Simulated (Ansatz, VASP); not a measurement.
# Cu (Copper): VASP beside Ansatz

One calculation is typed for both programs; each brings its own data sets and cutoff. How far apart do they land? The cell is taken from a series of VASP runs on this material, whose earlier steps may have relaxed, scaled or displaced it; both programs get it as it stands.

Calculated with Ansatz 0.2.0; plane waves, with VASP 6.6.1 beside it; band structure at LDA.

## 1. Starting point

It takes space group Fm-3m (No. 225, cubic). The conventional cell has a = 3.518 Å, b = 3.518 Å, c = 3.518 Å, α = 90.00°, β = 90.00°, γ = 90.00°. Nearest to Cu lie 12 Cu at 2.49 Å.

Structure file:

```cif
data_structure
_symmetry_space_group_name_H-M 'Fm-3m'
_symmetry_Int_Tables_number 225
_cell_length_a 3.5181
_cell_length_b 3.5181
_cell_length_c 3.5181
_cell_angle_alpha 90.000
_cell_angle_beta 90.000
_cell_angle_gamma 90.000
_cell_volume 43.55
loop_
_atom_site_label
_atom_site_type_symbol
_atom_site_symmetry_multiplicity
_atom_site_Wyckoff_symbol
_atom_site_fract_x
_atom_site_fract_y
_atom_site_fract_z
_atom_site_occupancy
Cu1 Cu 4 a 0.00000 0.00000 0.00000 1
```

## 2. VASP: band structure, LDA

With cell and atoms fixed, the geometry can't cause a difference; cores, projectors, grids and the points listed under the comparison can.

Lines of VASP's logs that name or quote its potential files are left out, and so is its time.

The input, INCAR:

```
SYSTEM = Cu
PREC = Accurate
ENCUT = 400
EDIFF = 1E-06
NELM = 100
ISMEAR = 1
SIGMA = 0.2
LREAL = .FALSE.
ALGO = Normal
GGA = CA
NBANDS = 16
LASPH = .TRUE.
LORBIT = 11
LWAVE = .FALSE.
LCHARG = .FALSE.
KPAR = 2
```

The input, POSCAR:

```
Cu
1.0
    0.0000000000      1.7590729518      1.7590729518
    1.7590729518      0.0000000000      1.7590729518
    1.7590729518      1.7590729518      0.0000000000
Cu
1
Direct
    0.0000000000      0.0000000000      0.0000000000
```

The input, KPOINTS:

```
Automatic mesh
0
Gamma
13 13 13
0 0 0
```

The input, KPOINTS_OPT:

```
Line mode
16
Line-mode
Reciprocal
  0.00000000   0.00000000   0.00000000 GAMMA
  0.50000000   0.00000000   0.50000000 X

  0.50000000   0.00000000   0.50000000 X
  0.50000000   0.25000000   0.75000000 W

  0.50000000   0.25000000   0.75000000 W
  0.37500000   0.37500000   0.75000000 K

  0.37500000   0.37500000   0.75000000 K
  0.00000000   0.00000000   0.00000000 GAMMA

  0.00000000   0.00000000   0.00000000 GAMMA
  0.50000000   0.50000000   0.50000000 L

  0.50000000   0.50000000   0.50000000 L
  0.62500000   0.25000000   0.62500000 U

  0.62500000   0.25000000   0.62500000 U
  0.50000000   0.25000000   0.75000000 W

  0.50000000   0.25000000   0.75000000 W
  0.50000000   0.50000000   0.50000000 L

  0.50000000   0.50000000   0.50000000 L
  0.37500000   0.37500000   0.75000000 K

  0.62500000   0.25000000   0.62500000 U
  0.50000000   0.00000000   0.50000000 X
```

The projector-augmented-wave data sets are Cu (LDA family, release 64).

Launch:

```sh
$ mpirun -np 2 vasp_std
```

Numbers of over 12 decimals in the logs are rounded to 6 here.

The program printed:

```text
[banner, memory and clock lines left out]
running    2 mpi-ranks, on    1 nodes
 distrk:  each k-point on    1 cores,    2 groups
 distr:  one band on    1 cores,    1 groups

 POSCAR found type information on POSCAR Cu
 POSCAR found :  1 types and       1 ions
 LDA part: xc-table for (Slater(with rela. corr.)+CA(PZ))
 , standard interpolation
 POSCAR, INCAR and KPOINTS ok, starting setup
 FFT: planning ... GRIDC
 FFT: planning ... GRID_SOFT
 FFT: planning ... GRID
 WAVECAR not read
 entering main loop
       N       E                     dE             d eps       ncg     rms          rms(c)
DAV:   1     0.356114652919E+02    0.35611E+02   -0.40540E+03  3168   0.996E+02
DAV:   2    -0.441790931348E+01   -0.40029E+02   -0.36361E+02  3016   0.169E+02
DAV:   3    -0.572482690166E+01   -0.13069E+01   -0.13045E+01  3264   0.295E+01
DAV:   4    -0.573074542783E+01   -0.59185E-02   -0.59182E-02  3232   0.180E+00
DAV:   5    -0.573078923100E+01   -0.43803E-04   -0.43803E-04  3312   0.159E-01    0.805E+00
DAV:   6    -0.508255588711E+01    0.64823E+00   -0.13352E+01  3480   0.565E+01    0.370E+00
DAV:   7    -0.472933627444E+01    0.35322E+00   -0.19620E+00  3456   0.217E+01    0.635E-01
DAV:   8    -0.471311560028E+01    0.16221E-01   -0.53225E-03  3408   0.722E-01    0.282E-01
DAV:   9    -0.471159230961E+01    0.15233E-02   -0.65684E-03  3576   0.109E+00    0.113E-02
DAV:  10    -0.471160269277E+01   -0.10383E-04   -0.18142E-05  2952   0.452E-02    0.420E-03
DAV:  11    -0.471160477530E+01   -0.20825E-05   -0.55214E-07  2680   0.797E-03    0.404E-04
DAV:  12    -0.471160477765E+01   -0.23554E-08   -0.40897E-08  1600   0.173E-03
   1 F= -.47116048E+01 E0= -.47115217E+01  d E =-.249184E-03
 Start KPOINTS_OPT (optional k-point list driver)
k-point batch [1-84\160]
       N       E                     dE             ncg
DAV:   1     0.779275617821E+04   -0.24298E+05     3232
DAV:   2     0.454437360636E+04   -0.32484E+04     2896
DAV:   3     0.443377237869E+04   -0.11060E+03     3488
DAV:   4     0.443316365985E+04   -0.60872E+00     3160
DAV:   5     0.443315890879E+04   -0.47511E-02     3536
DAV:   6     0.443315885065E+04   -0.58140E-04     3168
DAV:   7     0.443315884994E+04   -0.70917E-06     2792
k-point batch [85-160\160]
       N       E                     dE             ncg
DAV:   1     0.108283001166E+05   -0.33361E+05     2944
DAV:   2     0.783556242499E+04   -0.29927E+04     2760
DAV:   3     0.774163181859E+04   -0.93931E+02     3040
DAV:   4     0.774116148849E+04   -0.47033E+00     3008
DAV:   5     0.774115752989E+04   -0.39586E-02     3080
DAV:   6     0.774115747921E+04   -0.50681E-04     3080
DAV:   7     0.774115747861E+04   -0.60198E-06     2376
```

Parts of OUTCAR (step 2):

```text
ion  position               nearest neighbor table
   1  0.000  0.000  0.000-

  LATTYP: Found a face centered cubic cell.
 ALAT       =     3.5181459036

 Subroutine GETGRP returns: Found 48 space group operations
 (whereof 48 operations were pure point group operations)

The static configuration has the point symmetry O_h .

 Found     84 irreducible k-points:

   k-points           NKPTS =     84   k-points in BZ     NKDIM =     84   number of bands    NBANDS=     16

   dimension x,y,z NGX =    16 NGY =   16 NGZ =   16
   dimension x,y,z NGXF=    32 NGYF=   32 NGZF=   32

   ENCUT  =  400.0 eV  29.40 Ry    5.42 a.u.   4.06  4.06  4.06*2*pi/ulx,y,z

   NELECT =      11.0000    total number of electrons

 k-points in reciprocal lattice and weights: Automatic mesh
   0.00000000  0.00000000  0.00000000       0.000
   0.07692308  0.00000000  0.00000000       0.004
   0.15384615  0.00000000  0.00000000       0.004
   0.23076923  0.00000000  0.00000000       0.004
   0.30769231  0.00000000  0.00000000       0.004
   0.38461538  0.00000000  0.00000000       0.004
   0.46153846  0.00000000  0.00000000       0.004
   0.07692308  0.07692308  0.00000000       0.003
   0.15384615  0.07692308  0.00000000       0.011
[...]
-0.30769231  0.46153846  0.15384615       0.011
  -0.30769231  0.46153846  0.23076923       0.011

 average (electrostatic) potential at core
       1 -63.7284

 E-fermi :   8.6032

 k-point     1 :       0.0000    0.0000    0.0000
  band No.  band energies     occupation
    ...
      2       5.0677      2.00000
      3       5.0677      2.00000
      4       5.0677      2.00000
      5       6.0172      2.00000
      6       6.0172      2.00000
      7      31.7280      0.00000
      8      34.8469      0.00000
      9      34.8469      0.00000
     10      34.8469      0.00000
     11      37.4654      0.00000
    ...

 k-point     2 :       0.0769    0.0000    0.0000
  band No.  band energies     occupation
    ...
      2       5.0162      2.00000
      3       5.1131      2.00000
      4       5.1131      2.00000
      5       5.9996      2.00000
      6       5.9996      2.00000
      7      30.4429      0.00000
      8      32.9216      0.00000
      9      34.2320      0.00000
     10      34.2320      0.00000
     11      38.3758      0.00000
    ...

 k-point     3 :       0.1538    0.0000    0.0000
  band No.  band energies     occupation
    ...
      2       4.8900      2.00000
      3       5.2112      2.00000
      4       5.2112      2.00000
      5       5.9818      2.00000
      6       5.9818      2.00000
      7      26.5722      0.00000
      8      32.3761      0.00000
      9      33.3033      0.00000
     10      33.3033      0.00000
     11      39.3102      0.00000
    ...

  Total       -0.0037092     -0.0037092     -0.0037092      0.0000000     -0.0000000      0.0000000
  in kB       -0.5458994     -0.5458994     -0.5458994      0.0000000     -0.0000000      0.0000000
  external PRESSURE =      -0.5458994 kB  Pullay stress =       0.0000000 kB

  energy-cutoff  :      400.00
  volume of cell :       10.89
      direct lattice vectors                 reciprocal lattice vectors
     0.000000000  1.759072952  1.759072952    -0.284240628  0.284240628  0.284240628
     1.759072952  0.000000000  1.759072952     0.284240628 -0.284240628  0.284240628
     1.759072952  1.759072952  0.000000000     0.284240628  0.284240628 -0.284240628

 POSITION                                       TOTAL-FORCE (eV/Angst)
 -----------------------------------------------------------------------------------
      0.00000      0.00000      0.00000         0.000000      0.000000      0.000000
 -----------------------------------------------------------------------------------
    total drift:                                0.000000      0.000000      0.000000

  FREE ENERGIE OF THE ION-ELECTRON SYSTEM (eV)
  ---------------------------------------------------
  free  energy   TOTEN  =        -4.7116047777 eV

  energy  without entropy=       -4.7113555939  energy(sigma->0) =       -4.71152172

 total charge
# of ion       s       p       d       tot
------------------------------------------
    1        0.480   0.446   9.186  10.111

[... 3 further parts left out ...]
```

This run has no spin polarisation. Its electron count is odd, so without a moment it is a metal by construction.

## 3. Ansatz: band structure, LDA

Ansatz runs on its default PAW (the set named soft_2) files.

The same cell, functional (in two slightly different forms), mesh and smearing now go to Ansatz, which takes its cutoff from its data sets.

The input, input.yaml:

```yaml
crystal:
  lattice:
    - [0.0, 1.7590729518, 1.7590729518]
    - [1.7590729518, 0.0, 1.7590729518]
    - [1.7590729518, 1.7590729518, 0.0]
  atoms:
    - { symbol: Cu, position: [0.0, 0.0, 0.0] }
hamiltonian:
  xc: lda
  pseudopotentials: { kind: paw }
kpoints:
  mp_grid: { grid: [13, 13, 13] }
  band_path:
    path:
      - [0.0, 0.0, 0.0]
      - [0.16667, 0.0, 0.16667]
      - [0.33333, 0.0, 0.33333]
      - [0.5, 0.0, 0.5]
      - [0.5, 0.08333, 0.58333]
      - [0.5, 0.18333, 0.68333]
      - [0.5, 0.25, 0.75]
      - [0.45, 0.3, 0.75]
      - [0.40833, 0.34167, 0.75]
      - [0.35, 0.35, 0.7]
      - [0.225, 0.225, 0.45]
      - [0.075, 0.075, 0.15]
      - [0.03333, 0.03333, 0.03333]
      - [0.23333, 0.23333, 0.23333]
      - [0.4, 0.4, 0.4]
      - [0.51667, 0.46667, 0.51667]
      - [0.55833, 0.38333, 0.55833]
      - [0.60833, 0.28333, 0.60833]
      - [0.60833, 0.25, 0.64167]
      - [0.55833, 0.25, 0.69167]
      - [0.51667, 0.25, 0.73333]
      - [0.5, 0.3, 0.7]
      - [0.5, 0.38333, 0.61667]
      - [0.5, 0.48333, 0.51667]
      - [0.475, 0.475, 0.55]
      - [0.425, 0.425, 0.65]
      - [0.38333, 0.38333, 0.73333]
      - [0.59167, 0.18333, 0.59167]
      - [0.55, 0.1, 0.55]
      - [0.5, 0.0, 0.5]
    npoints: 1
scf:
  occupations: { method: methfessel_paxton, width: 0.2 }
  n_extra_bands: 6
output:
  forces: true
  stress: true
  eigenvalues: true
```

Launch:

```sh
$ ansatz run input.yaml --threads 2 --pin off --max-ram 4608MiB --backend cpu --events-out ev --progress --plain --runs-dir out
```

The program printed:

```text
scf.n_extra_bands = 6 over 10 filled bands (N_el = 19.0): the run solves 16 bands
Engine: ansatz 0.2.0, aarch64-unknown-linux-gnu
Pseudopotentials: kind: paw
Pseudopotential: Cu, paw, valence charge 19, recommended cutoff 420 eV (normal), Cu.paw.azcp
Functional definition: SPW92
  exchange = slater_x
  correlation = pw_c
Crystal: 1 atoms, lattice volume = 10.886 Å³
Basis set: ecut = 420 eV, 181 PW (Γ)
Bands: 16, of which v1, the nominal top of the filled ones, is band 10 counted from 1 (9 counted from 0)
Symmetry: 48 space group operations
Space group: Fm-3m (ITA 225), of the structure as read, at distance tolerance 2.2e-5 Å
k-points: 84 of 2197
Non-local potential: Cu, projectors of the file, l = 0: 3, l = 1: 2, l = 2: 3, l = 3: 1
PAW form: soft (Blöchl's): semilocal exchange-correlation on the pseudo side does not see the compensation charge
PAW frozen core: Cu, regenerated for the run's functional, and the local potential with it (the file was generated under x = pbe(κ = 0.804, μ = 0.219515), c = pbe(β = 0.066725))
PAW one-centre angular grid: Cu, 590 points (default); XC on 64 Gauss nodes
Initial density: superposition of atomic densities (neutral atoms: chi_scale 0, normalization atom), corrected by the library's trained network
Initial wavefunctions: pseudopotential atomic-orbital guess
Functional: x = slater, c = lda
SCF iter   1: F=—  HF=-6555.729723 eV  |F-HF|=—  |Δ(HF+E_count)|=         —  Δρ=2.30e-2  dr2=2.52e-2  ethr=1.77e-3  ⟨swp⟩=4.8  Hψ=6617  notcnv=0  defer=3
preconditioner: auto → none  [insulator: Δε(μ)=0.177 eV  Ē_g=22.884 eV  σ=0.200 eV  W_gap=0.53  n_scr=0 (ndim 8)  ℏωp=37.3 eV  f_vac=0.000  D(μ)=0.36/eV (n_scr^D=0)  ε∞_Penn≈3.7]
SCF iter   2: F=—  HF=-6555.722699 eV  |F-HF|=—  |Δ(HF+E_count)|=   7.02e-3  S|Δr|=    0.00e0  Δρ=1.97e-3  dr2=3.38e-4  ethr=1.32e-4  ⟨swp⟩=2.6  Hψ=2527  notcnv=0  defer=15
SCF iter   3: F=—  HF=-6555.722622 eV  |F-HF|=—  |Δ(HF+E_count)|=   7.65e-5  S|Δr|=    0.00e0  Δρ=1.46e-3  dr2=6.22e-5  ethr=1.78e-6  ⟨swp⟩=2.2  Hψ=1709  notcnv=0  defer=15
SCF iter   4: F=—  HF=-6555.722650 eV  |F-HF|=—  |Δ(HF+E_count)|=   2.82e-5  S|Δr|=    0.00e0  Δρ=2.22e-5  dr2=1.15e-8  ethr=5.26e-10  ⟨swp⟩=7.4  Hψ=7014  notcnv=0
SCF iter   5: F=-6555.722650 eV  HF=-6555.722650 eV  |F-HF|=2.94e-10  |Δ(HF+E_count)|=   1.40e-8  S|Δr|=    0.00e0  Δρ=2.65e-6  dr2=1.62e-10  ethr=6.08e-11  ⟨swp⟩=2.0  Hψ=3750  notcnv=0
SCF 1 converged in 5 iterations: F = -6555.722650 eV  dr2 = 1.62e-10
  greatest PAW one-centre occupation: 1.000 electrons in one spin orbital (limit 2), on the Cu atom at site 0 (counted from 0), in its partial waves of l = 0
NSCF: frozen V_eff on 30 k-points
SCF converged after 5 iterations
Stability not checked: this state was not tested for a lower state beside it, because cold or Methfessel-Paxton smearing, or corrected tetrahedra, fill the levels in a way that the test cannot read (fill_not_monotonic; see scf.lower_state_search)
Free energy (F): -6555.722650 eV
Harris-Foulkes:  -6555.722650 eV  (|F-HF|=2.94e-10)
Internal energy: -6555.722361 eV  (E = F + TS)
E sigma→0 (E₀):  -6555.722578 eV
Entropy (-TS):   -0.000289 eV (-0.289 meV/atom)
Fermi energy:    18.354841 eV
--- Per-component energies (eV) ---
  E_band       = -333.803631
  E_kinetic    = 301.582927
  E_local      = -3901.468812  (includes V_loc(G=0)·N_el)
  E_nonlocal   = 393.307383
  E_hartree    = 1719.799953
  E_xc         = -89.923941
  E_vxc        = -116.638516  (∫ρ·V_xc dr)
  E_paw        = -1592.265166  (= ΣΔE_a)
  E_vpaw       = -450.186401  (= ΣTr[D̂ρ^β])
  E_aug_tail   = 0.000270  (compensation charges beyond the density's cutoff)
  E_ewald      = -3387.204635
  E_core_change = 0.449660  (= ΣΔE_core)
  E_smearing   = -0.000289  (= −TS)
  E_closure    = 0.000000  (closes the sum)
  Σ components = -6555.722650   (vs F -6555.722650, Δ=0.00e0)
--- Forces (eV/Å), atoms counted from 1 ---
  atom   1  Cu     0.00000000     0.00000000     0.00000000
  max |Σ_I F_I| component: 8.22e-32 eV/Å
--- Stress (GPa, compression-positive) ---
       -0.094950      -0.000000      -0.000000
       -0.000000      -0.094950       0.000000
        0.000000       0.000000      -0.094950
  P = ⅓ Tr σ = -0.0949 GPa (-0.949 kbar)
--- Band table (eV; the first three rows and the last of 84) ---
  k-point 0: bands = [... 6 lower, 14.8442, 14.8442, 15.8070, 15.8070, 41.5221, 44.4582, 44.4582, 44.4582, ... 2 higher]
  k-point 1: bands = [... 6 lower, 14.8901, 14.8901, 15.7892, 15.7892, 40.1720, 42.6134, 43.8407, 43.8407, ... 2 higher]
  k-point 2: bands = [... 6 lower, 14.9897, 14.9897, 15.7716, 15.7716, 36.2717, 42.1240, 42.9084, 42.9084, ... 2 higher]
  k-point 83: bands = [... 6 lower, 14.3825, 15.7710, 16.5855, 23.2834, 25.3216, 27.4507, 28.0516, 46.4487, ... 2 higher]
```

Wall time 0.96 s (2 threads of Arm Neoverse V1, shared host); peak memory 0.26 GiB.

## 4. Side by side

Known differences besides the potentials themselves: the two LDA forms differ slightly; the data sets hold 19 valence electrons in Ansatz (default PAW (the set named soft_2) files) and 11 in VASP; the cutoff is 420 eV in Ansatz and 400 eV in VASP; VASP's log shows a relativistic correction to its local exchange, Ansatz's none. Total energies have different zeros and are not compared.

The two programs side by side:

| quantity | Ansatz | VASP | difference |
| --- | --- | --- | --- |
| pressure (GPa) | -0.09 | -0.05 | -0.04 |
| pressure without Ansatz's Pulay correction (GPa) | -0.21 | -0.05 | -0.16 |

Levels from 3 eV below to 2 eV above the Fermi level differ by 41 meV r.m.s. and 51 meV at most; each VASP level is matched to the nearest of Ansatz, which flatters the figure a little. Ansatz's pressure holds a Pulay correction of 0.12 GPa; VASP's holds none.

## 5. Outcome

| Item | Value |
| --- | --- |
| r.m.s. difference of levels near the Fermi level (band structure, LDA) | 41 meV |

**Reading.** The r.m.s. difference of levels near the Fermi level is 41 meV (band structure, LDA), within the 80 meV picked in this series as the mark of a large difference. Such differences can come from data sets, numerical settings and the points named under the comparisons, not from the functional's error against experiment.

[Lines on the potential files, build, host, timing and source positions are cut from VASP's logs without a mark.]

[Logs are printed without paths, hosts, clocks, repeated set-up lines and the standing remarks that a program may print on its own settings, such as how far it seeks lower states.]

[Hosts, paths, dates, database ids (printed as entryN), source tags and the programs' standing remarks are cut or masked in the printed files.]
